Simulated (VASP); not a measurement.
Input:

```
CELL_PARAMETERS angstrom
      3.31500     0.00000     0.00000
      0.00000     3.31500     0.00000
      0.00000     0.00000     3.31500
ATOMIC_POSITIONS crystal
  Pt 0.00000 0.00000 0.00000
  As 0.50000 0.50000 0.50000
```

All values below come from r2SCAN meta-GGA, VASP's PBE PAW potentials (set 64) (plane waves; VASP). Numerical set-up: 400 eV cut-off, 10×10×10 Γ-centred mesh, first-order Methfessel-Paxton smearing of 0.10 eV, potentials Pt As.

Energy and stress use the plane-wave basis of the starting cell.

Q: The ions, cell shape and volume are relaxed. Which structure does the run end with?

A: 
```
CELL_PARAMETERS angstrom
      3.20197     0.00000     0.00000
      0.00000     3.20197     0.00000
      0.00000     0.00000     3.20197
ATOMIC_POSITIONS crystal
  Pt 0.00000 0.00000 0.00000
  As 0.50000 0.50000 0.50000
```
Space group Pm-3m (221), at a tolerance of 0.03 Å.

Q: How do energy and volume change from the first to the last step?

A: The energy (σ→0) changes by -85.5 meV/atom and the volume by -9.9 %, in 4 ionic steps.

The structure was generated: PtAs was put into the CsCl type type (Pm-3m), which need not be its known phase. This run relaxes it. Symmetry was kept, so distortions that lower it aren't found. The electron count is odd and the run is not spin-polarised, which forces a metal.
